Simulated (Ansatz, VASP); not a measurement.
# MgTl: VASP beside Ansatz

One calculation is typed for both programs; each brings its own data sets and cutoff. How far apart do they land?

Program: Ansatz 0.2.0. Level of theory: plane waves, with VASP 6.6.1 beside it; single point at LDA. Results are calculated unless marked as measured.

The database entry behind the starting cell differs from later determinations by our own check (0.1 to 0.3 % short, probably kX units), so it need not match the best structure at ambient conditions.

## 1. Set-up

The structure is cubic, space group Pm-3m (No. 221). The conventional cell has a = 3.628 Å, b = 3.628 Å, c = 3.628 Å, α = 90.00°, β = 90.00°, γ = 90.00°. Mg has 8 Tl at 3.14 Å nearest. Nearest to Tl lie 8 Mg at 3.14 Å. Farther neighbours are not listed.

## 2. Ansatz: single point, LDA

Ansatz runs on its default PAW (the set named soft_2) files.

A single point gives forces, pressure and levels at one fixed geometry, so differences don't come from the geometry; what else differs is listed under the comparison.

input.yaml reads:

```yaml
crystal:
  lattice:
    - [3.628, 0.0, 0.0]
    - [0.0, 3.628, 0.0]
    - [0.0, 0.0, 3.628]
  atoms:
    - { symbol: Mg, position: [0.0, 0.0, 0.0] }
    - { symbol: Tl, position: [0.5, 0.5, 0.5] }
hamiltonian:
  xc: lda
  pseudopotentials: { kind: paw }
kpoints:
  mp_grid: { grid: [6, 6, 6] }
scf:
  occupations: { method: fermi_dirac, width: 0.05 }
  n_extra_bands: 4
output:
  forces: true
  stress: true
  eigenvalues: true
```

Run with:

```console
$ ansatz run input.yaml --threads 2 --pin off --max-ram 4608MiB --backend cpu --events-out ev --progress --plain --runs-dir out
```

Numbers of over 12 decimals in the logs are rounded to 6 here.

The program printed:

```text
scf.n_extra_bands = 4 over 12 filled bands (N_el = 23.0): the run solves 16 bands
Engine: ansatz 0.2.0, aarch64-unknown-linux-gnu
Pseudopotentials: kind: paw
Pseudopotential: Mg, paw, valence charge 10, recommended cutoff 420 eV (normal), Mg.paw.azcp
Pseudopotential: Tl, paw, valence charge 13, recommended cutoff 420 eV (normal), Tl.paw.azcp
Functional definition: SPW92
  exchange = slater_x
  correlation = pw_c
Crystal: 2 atoms, lattice volume = 47.753 Å³
Basis set: ecut = 420 eV, 925 PW (Γ)
Bands: 16, of which v1, the nominal top of the filled ones, is band 12 counted from 1 (11 counted from 0)
Symmetry: 48 space group operations
Space group: Pm-3m (ITA 221), of the structure as read, at distance tolerance 3.6e-5 Å
k-points: 20 of 216
Non-local potential: Mg, projectors of the file, l = 0: 3, l = 1: 2, l = 2: 1
Non-local potential: Tl, projectors of the file, l = 0: 2, l = 1: 2, l = 2: 2, l = 3: 1
PAW form: soft (Blöchl's): semilocal exchange-correlation on the pseudo side does not see the compensation charge
PAW frozen core: Mg, regenerated for the run's functional, and the local potential with it (the file was generated under x = pbe(κ = 0.804, μ = 0.219515), c = pbe(β = 0.066725))
PAW frozen core: Tl, regenerated for the run's functional, and the local potential with it (the file was generated under x = pbe(κ = 0.804, μ = 0.219515), c = pbe(β = 0.066725))
PAW one-centre angular grid: Mg, 110 points (default); XC on 64 Gauss nodes
PAW one-centre angular grid: Tl, 590 points (default); XC on 64 Gauss nodes
Initial density: superposition of atomic densities (neutral atoms: chi_scale 0, normalization atom), corrected by the library's trained network
Initial wavefunctions: pseudopotential atomic-orbital guess
Functional: x = slater, c = lda
SCF iter   1: F=—  HF=-13048.425284 eV  |F-HF|=—  |Δ(HF+E_count)|=         —  Δρ=6.38e-3  dr2=1.26e-2  ethr=1.77e-3  ⟨swp⟩=6.2  Hψ=1656  notcnv=0
preconditioner: auto → none  [insulator: Δε(μ)=0.236 eV  Ē_g=13.669 eV  σ=0.050 eV  W_gap=0.79  n_scr=6 (ndim 8)  ℏωp=20.8 eV  f_vac=0.000  D(μ)=0.33/eV (n_scr^D=0)  ε∞_Penn≈3.3]
SCF iter   2: F=—  HF=-13048.416972 eV  |F-HF|=—  |Δ(HF+E_count)|=   8.31e-3  Δρ=1.72e-3  dr2=7.93e-4  ethr=5.48e-5  ⟨swp⟩=2.0  Hψ=790  notcnv=0  defer=5
SCF iter   3: F=—  HF=-13048.416732 eV  |F-HF|=—  |Δ(HF+E_count)|=   2.39e-4  Δρ=3.03e-4  dr2=6.03e-5  ethr=3.45e-6  ⟨swp⟩=2.0  Hψ=502  notcnv=0  defer=5
SCF iter   4: F=—  HF=-13048.416724 eV  |F-HF|=—  |Δ(HF+E_count)|=   8.15e-6  Δρ=1.40e-4  dr2=7.14e-6  ethr=2.62e-7  ⟨swp⟩=2.0  Hψ=463  notcnv=0  defer=5
SCF iter   5: F=—  HF=-13048.416725 eV  |F-HF|=—  |Δ(HF+E_count)|=   7.76e-7  Δρ=1.28e-5  dr2=1.05e-7  ethr=3.11e-8  ⟨swp⟩=2.0  Hψ=448  notcnv=0  defer=5
SCF iter   6: F=-13048.416725 eV  HF=-13048.416725 eV  |F-HF|=5.44e-9  |Δ(HF+E_count)|=   4.30e-8  Δρ=4.35e-6  dr2=8.35e-9  ethr=4.35e-10  ⟨swp⟩=5.1  Hψ=1074  notcnv=0
SCF 1 converged in 6 iterations: F = -13048.416725 eV  dr2 = 8.35e-9
  greatest PAW one-centre occupation: 1.000 electrons in one spin orbital (limit 2), on the Mg atom at site 0 (counted from 0), in its partial waves of l = 0
SCF converged after 6 iterations
Free energy (F): -13048.416725 eV
Harris-Foulkes:  -13048.416725 eV  (|F-HF|=5.44e-9)
Internal energy: -13048.413266 eV  (E = F + TS)
E sigma→0 (E₀):  -13048.414996 eV
Entropy (-TS):   -0.003459 eV (-1.729 meV/atom)
Fermi energy:    9.023230 eV
--- Per-component energies (eV) ---
  E_band       = -338.307580
  E_kinetic    = 409.830904
  E_local      = -2419.125643  (includes V_loc(G=0)·N_el)
  E_nonlocal   = 417.499376
  E_hartree    = 869.679414
  E_xc         = -257.822053
  E_vxc        = -180.722884  (∫ρ·V_xc dr)
  E_paw        = -10140.058185  (= ΣΔE_a)
  E_vpaw       = -305.150490  (= ΣTr[D̂ρ^β])
  E_aug_tail   = 0.000034  (compensation charges beyond the density's cutoff)
  E_ewald      = -1928.426032
  E_core_change = 0.008919  (= ΣΔE_core)
  E_smearing   = -0.003459  (= −TS)
  E_closure    = -0.000000  (closes the sum)
  Σ components = -13048.416725   (vs F -13048.416725, Δ=0.00e0)
--- Forces (eV/Å), atoms counted from 1 ---
  atom   1  Mg     0.00000000     0.00000000     0.00000000
  atom   2  Tl     0.00000000     0.00000000     0.00000000
  max |Σ_I F_I| component: 6.63e-29 eV/Å
--- Stress (GPa, compression-positive) ---
       -1.655662       0.000000       0.000000
        0.000000      -1.655662       0.000000
        0.000000       0.000000      -1.655662
  P = ⅓ Tr σ = -1.6557 GPa (-16.557 kbar)
--- Band table (eV; the first three rows and the last of 20) ---
  k-point 0: bands = [... 8 lower, -2.3204, -0.5729, 11.4851, 11.4851, 11.4851, 12.4313, 14.4527, 14.4527]
  k-point 1: bands = [... 8 lower, -2.3168, -0.2466, 8.7118, 11.8497, 11.8497, 13.3603, 14.5939, 17.0336]
  k-point 2: bands = [... 8 lower, -2.3096, 0.7128, 5.7929, 12.8370, 12.8370, 14.1865, 14.9577, 17.5534]
  k-point 19: bands = [... 8 lower, -2.1154, 5.3214, 8.7906, 8.7906, 8.7906, 11.1624, 11.2125, 11.2125]
```

Run time: 1.2 s. Hardware: 2 threads of Arm Neoverse N1, shared host; peak memory 0.26 GiB.

The run ends at a pressure of -1.66 GPa.

## 3. VASP: single point, LDA

The same cell, functional (in two slightly different forms), mesh and smearing now go to VASP, with its own data sets and cutoff.

Lines of VASP's logs that name or quote its potential files are left out, and so is its time.

INCAR reads:

```
SYSTEM = MgTl
PREC = Accurate
ENCUT = 400
EDIFF = 1E-06
NELM = 100
ISMEAR = -1
SIGMA = 0.05
LREAL = .FALSE.
ALGO = Normal
GGA = CA
NBANDS = 8
LORBIT = 11
LWAVE = .FALSE.
LCHARG = .FALSE.
KPAR = 2
ISIF = 2
```

POSCAR reads:

```
MgTl
1.0
    3.6280000000      0.0000000000      0.0000000000
    0.0000000000      3.6280000000      0.0000000000
    0.0000000000      0.0000000000      3.6280000000
Mg Tl
1 1
Direct
    0.0000000000      0.0000000000      0.0000000000
    0.5000000000      0.5000000000      0.5000000000
```

KPOINTS reads:

```
Automatic mesh
0
Gamma
6 6 6
0 0 0
```

PAW data sets: Mg and Tl (PBE family, release 64).

Run with:

```console
$ mpirun -np 2 vasp_std
```

The program printed:

```text
[banner, memory and clock lines left out]
running    2 mpi-ranks, on    1 nodes
 distrk:  each k-point on    1 cores,    2 groups
 distr:  one band on    1 cores,    1 groups

 POSCAR found type information on POSCAR MgTl
 POSCAR found :  2 types and       2 ions
|                                                                             |
|               ----> ADVICE to this user running VASP <----                  |
|                                                                             |
|     You enforced a specific xc type in the INCAR file but a different       |
|     [... a line on the potential file left out ...]
|     I HOPE YOU KNOW WHAT YOU ARE DOING!                                     |
|                                                                             |

 LDA part: xc-table for (Slater(with rela. corr.)+CA(PZ))
 , standard interpolation
 POSCAR, INCAR and KPOINTS ok, starting setup
 FFT: planning ... GRIDC
 FFT: planning ... GRID_SOFT
 FFT: planning ... GRID
 WAVECAR not read
 entering main loop
       N       E                     dE             d eps       ncg     rms          rms(c)
DAV:   1     0.687650345852E+01    0.68765E+01   -0.13904E+03   320   0.321E+02
DAV:   2    -0.464775918638E+01   -0.11524E+02   -0.11188E+02   472   0.448E+01
DAV:   3    -0.494282125460E+01   -0.29506E+00   -0.29438E+00   376   0.886E+00
DAV:   4    -0.494509095275E+01   -0.22697E-02   -0.22696E-02   440   0.909E-01
DAV:   5    -0.494511376322E+01   -0.22810E-04   -0.22810E-04   400   0.641E-02    0.118E+00
DAV:   6    -0.488143063428E+01    0.63683E-01   -0.31426E-02   368   0.681E-01    0.688E-01
DAV:   7    -0.484961578644E+01    0.31815E-01   -0.51954E-02   360   0.912E-01    0.877E-02
DAV:   8    -0.484923132279E+01    0.38446E-03   -0.21828E-03   368   0.251E-01    0.136E-02
DAV:   9    -0.484923734723E+01   -0.60244E-05   -0.46816E-05   400   0.391E-02    0.805E-03
DAV:  10    -0.484923802550E+01   -0.67827E-06   -0.26015E-06   368   0.696E-03
   1 F= -.48492380E+01 E0= -.48470251E+01  d E =-.442583E-02
```

OUTCAR, selected parts (step 3):

```text
ion  position               nearest neighbor table
   1  0.000  0.000  0.000-   2 3.14   2 3.14   2 3.14   2 3.14   2 3.14   2 3.14   2 3.14   2 3.14

  LATTYP: Found a simple cubic cell.
 ALAT       =     3.6280000000

 Subroutine GETGRP returns: Found 48 space group operations
 (whereof 48 operations were pure point group operations)

The static configuration has the point symmetry O_h .

 Found     20 irreducible k-points:

   k-points           NKPTS =     20   k-points in BZ     NKDIM =     20   number of bands    NBANDS=      8

   dimension x,y,z NGX =    24 NGY =   24 NGZ =   24
   dimension x,y,z NGXF=    48 NGYF=   48 NGZF=   48

   ENCUT  =  400.0 eV  29.40 Ry    5.42 a.u.   5.92  5.92  5.92*2*pi/ulx,y,z

   NELECT =       5.0000    total number of electrons

 k-points in reciprocal lattice and weights: Automatic mesh
   0.00000000  0.00000000  0.00000000       0.005
   0.16666667  0.00000000  0.00000000       0.028
   0.33333333  0.00000000  0.00000000       0.028
   0.50000000  0.00000000  0.00000000       0.014
   0.16666667  0.16666667  0.00000000       0.056
   0.33333333  0.16666667  0.00000000       0.111
   0.50000000  0.16666667  0.00000000       0.056
   0.33333333  0.33333333  0.00000000       0.056
   0.50000000  0.33333333  0.00000000       0.056
[...]
0.50000000  0.50000000  0.33333333       0.028
   0.50000000  0.50000000  0.50000000       0.005

 average (electrostatic) potential at core
       1 -37.5265       2 -40.5127

 E-fermi :   4.1352

 k-point     1 :       0.0000    0.0000    0.0000
  band No.  band energies     occupation
      1      -5.4157      2.00000
      2       6.6123      0.00000
      3       6.6123      0.00000
      4       6.6123      0.00000
      5       7.6536      0.00000
      6       9.4314      0.00000
    ...

 k-point     2 :       0.1667    0.0000    0.0000
  band No.  band energies     occupation
      1      -5.0917      2.00000
      2       3.8388      1.99469
      3       6.9825      0.00000
      4       6.9825      0.00000
      5       8.5325      0.00000
      6       9.5687      0.00000
      7      11.8731      0.00000
    ...

 k-point     3 :       0.3333    0.0000    0.0000
  band No.  band energies     occupation
      1      -4.1596      2.00000
      2       0.8684      2.00000
      3       7.9809      0.00000
      4       7.9809      0.00000
      5       9.3383      0.00000
      6       9.9451      0.00000
      7      12.2760      0.00000
    ...

  Total       -0.1396464     -0.1396464     -0.1396464     -0.0000000      0.0000000     -0.0000000
  in kB       -4.6853131     -4.6853131     -4.6853131     -0.0000000      0.0000000     -0.0000000
  external PRESSURE =      -4.6853131 kB  Pullay stress =       0.0000000 kB

  energy-cutoff  :      400.00
  volume of cell :       47.75
      direct lattice vectors                 reciprocal lattice vectors
     3.628000000  0.000000000  0.000000000     0.275633958  0.000000000  0.000000000
     0.000000000  3.628000000  0.000000000     0.000000000  0.275633958  0.000000000
     0.000000000  0.000000000  3.628000000     0.000000000  0.000000000  0.275633958

 POSITION                                       TOTAL-FORCE (eV/Angst)
 -----------------------------------------------------------------------------------
      0.00000      0.00000      0.00000         0.000000      0.000000      0.000000
      1.81400      1.81400      1.81400         0.000000      0.000000      0.000000
 -----------------------------------------------------------------------------------
    total drift:                               -0.000000     -0.000000     -0.000000

  FREE ENERGIE OF THE ION-ELECTRON SYSTEM (eV)
  ---------------------------------------------------
  free  energy   TOTEN  =        -4.8492380255 eV

  energy  without entropy=       -4.8448121972  energy(sigma->0) =       -4.84702511

 total charge
# of ion       s       p       d       tot
------------------------------------------
    1        0.212   0.103   0.016   0.330
    2        1.606   0.990   0.082   2.678
--------------------------------------------------
tot          1.818   1.093   0.098   3.008

[... 3 further parts left out ...]
```

This run has no spin polarisation. Its electron count is odd, so without a moment it is a metal by construction. The k-mesh is coarse for a metal. The PAW data sets were made with PBE, though LDA sets exist; this is a small mismatch. The data set Tl keeps the semicore shell frozen, which is cheaper and a little less accurate.

## 4. Side by side

Known differences besides the PAW data sets themselves: the two LDA forms differ slightly; the data sets hold 23 valence electrons in Ansatz (default PAW (the set named soft_2) files) and 5 in VASP; the cutoff is 420 eV in Ansatz and 400 eV in VASP; Ansatz makes its cores anew for this functional, VASP keeps those of its PBE data sets. Total energies have different zeros and are not compared.

The two programs side by side:

| quantity | Ansatz | VASP | difference |
| --- | --- | --- | --- |
| pressure (GPa) | -1.66 | -0.47 | -1.19 |

## 5. What moves the difference

The difference is large enough to ask for its cause, so further runs change the set-up of one program at a time, as the table lists.

| run | difference in pressure (GPa) |
| --- | --- |
| as above | -1.2 |
| cores kept as stored, as VASP does, whose cores stay as stored | -1.2 |
| Ansatz's larger PAW set (cutoff 760 eV) | -1.2 |
| norm-conserving potentials (cutoff 1143 eV) | -1.2 |

## 6. Results

| Quantity | Value |
| --- | --- |
| difference in pressure (single point, LDA) | -1.2 GPa |

**Reading.** The difference in pressure is -1.2 GPa (single point, LDA), beyond the 1 GPa picked in this series as the mark of a large difference. For single point, LDA: no further run halves the difference in pressure; only Ansatz's side was varied, and Ansatz's runs with other potentials lie closer to each other than to VASP, which for this quantity points to VASP's side; this was not tested here. Differences of this kind measure data sets and numerical settings, not the functional's error against experiment.

[Lines on the potential files, build, host, timing and source positions are cut from VASP's logs without a mark.]

[Logs are printed without paths, hosts, clocks, repeated set-up lines and the standing remarks that a program may print on its own settings, such as how far it seeks lower states.]

[Hosts, paths, dates, database ids (printed as entryN), source tags and the programs' standing remarks are cut or masked in the printed files.]
